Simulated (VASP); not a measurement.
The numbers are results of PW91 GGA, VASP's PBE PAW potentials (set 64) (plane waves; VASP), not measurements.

The input files of a VASP run:

POSCAR:
```
CoAl
1
    2.8512241332     0.0000000000     0.0000000000
    0.0000000000     2.8512241332     0.0000000000
    0.0000000000     0.0000000000     2.8512241332
Al Co
1 1
Direct
  0.5000000000   0.5000000000   0.5000000000
  0.0000000000   0.0000000000   0.0000000000
```

File KPOINTS:
```
Automatic mesh
0
Gamma
13 13 13
0 0 0
```

### INCAR
```
SYSTEM = CoAl
PREC = Accurate
ENCUT = 520
EDIFF = 1E-7
NELM = 100
ALGO = Normal
LREAL = .FALSE.
LASPH = .TRUE.
ISMEAR = 1
SIGMA = 0.1
GGA = 91
LMAXMIX = 4
LWAVE = .FALSE.
LCHARG = .FALSE.
ISIF = 2
```

POTCAR, in this order: Al Co (PBE.64 set). Program: vasp_std.

Task: What will the output report for the number of irreducible k-points (NKPTS), largest plane-wave count, number of space-group operations, FFT grid (NGX, NGY, NGZ)?

Result: 
| Property | Value |
|---|---|
| number of irreducible k-points (NKPTS) | 84 |
| largest plane-wave count | 638 |
| number of space-group operations | 48 |
| FFT grid (NGX, NGY, NGZ) | 24 × 24 × 24 |

The compound is CoAl in the CsCl type structure. It was relaxed first. The run is not spin-polarised, so no magnetic state was tried.
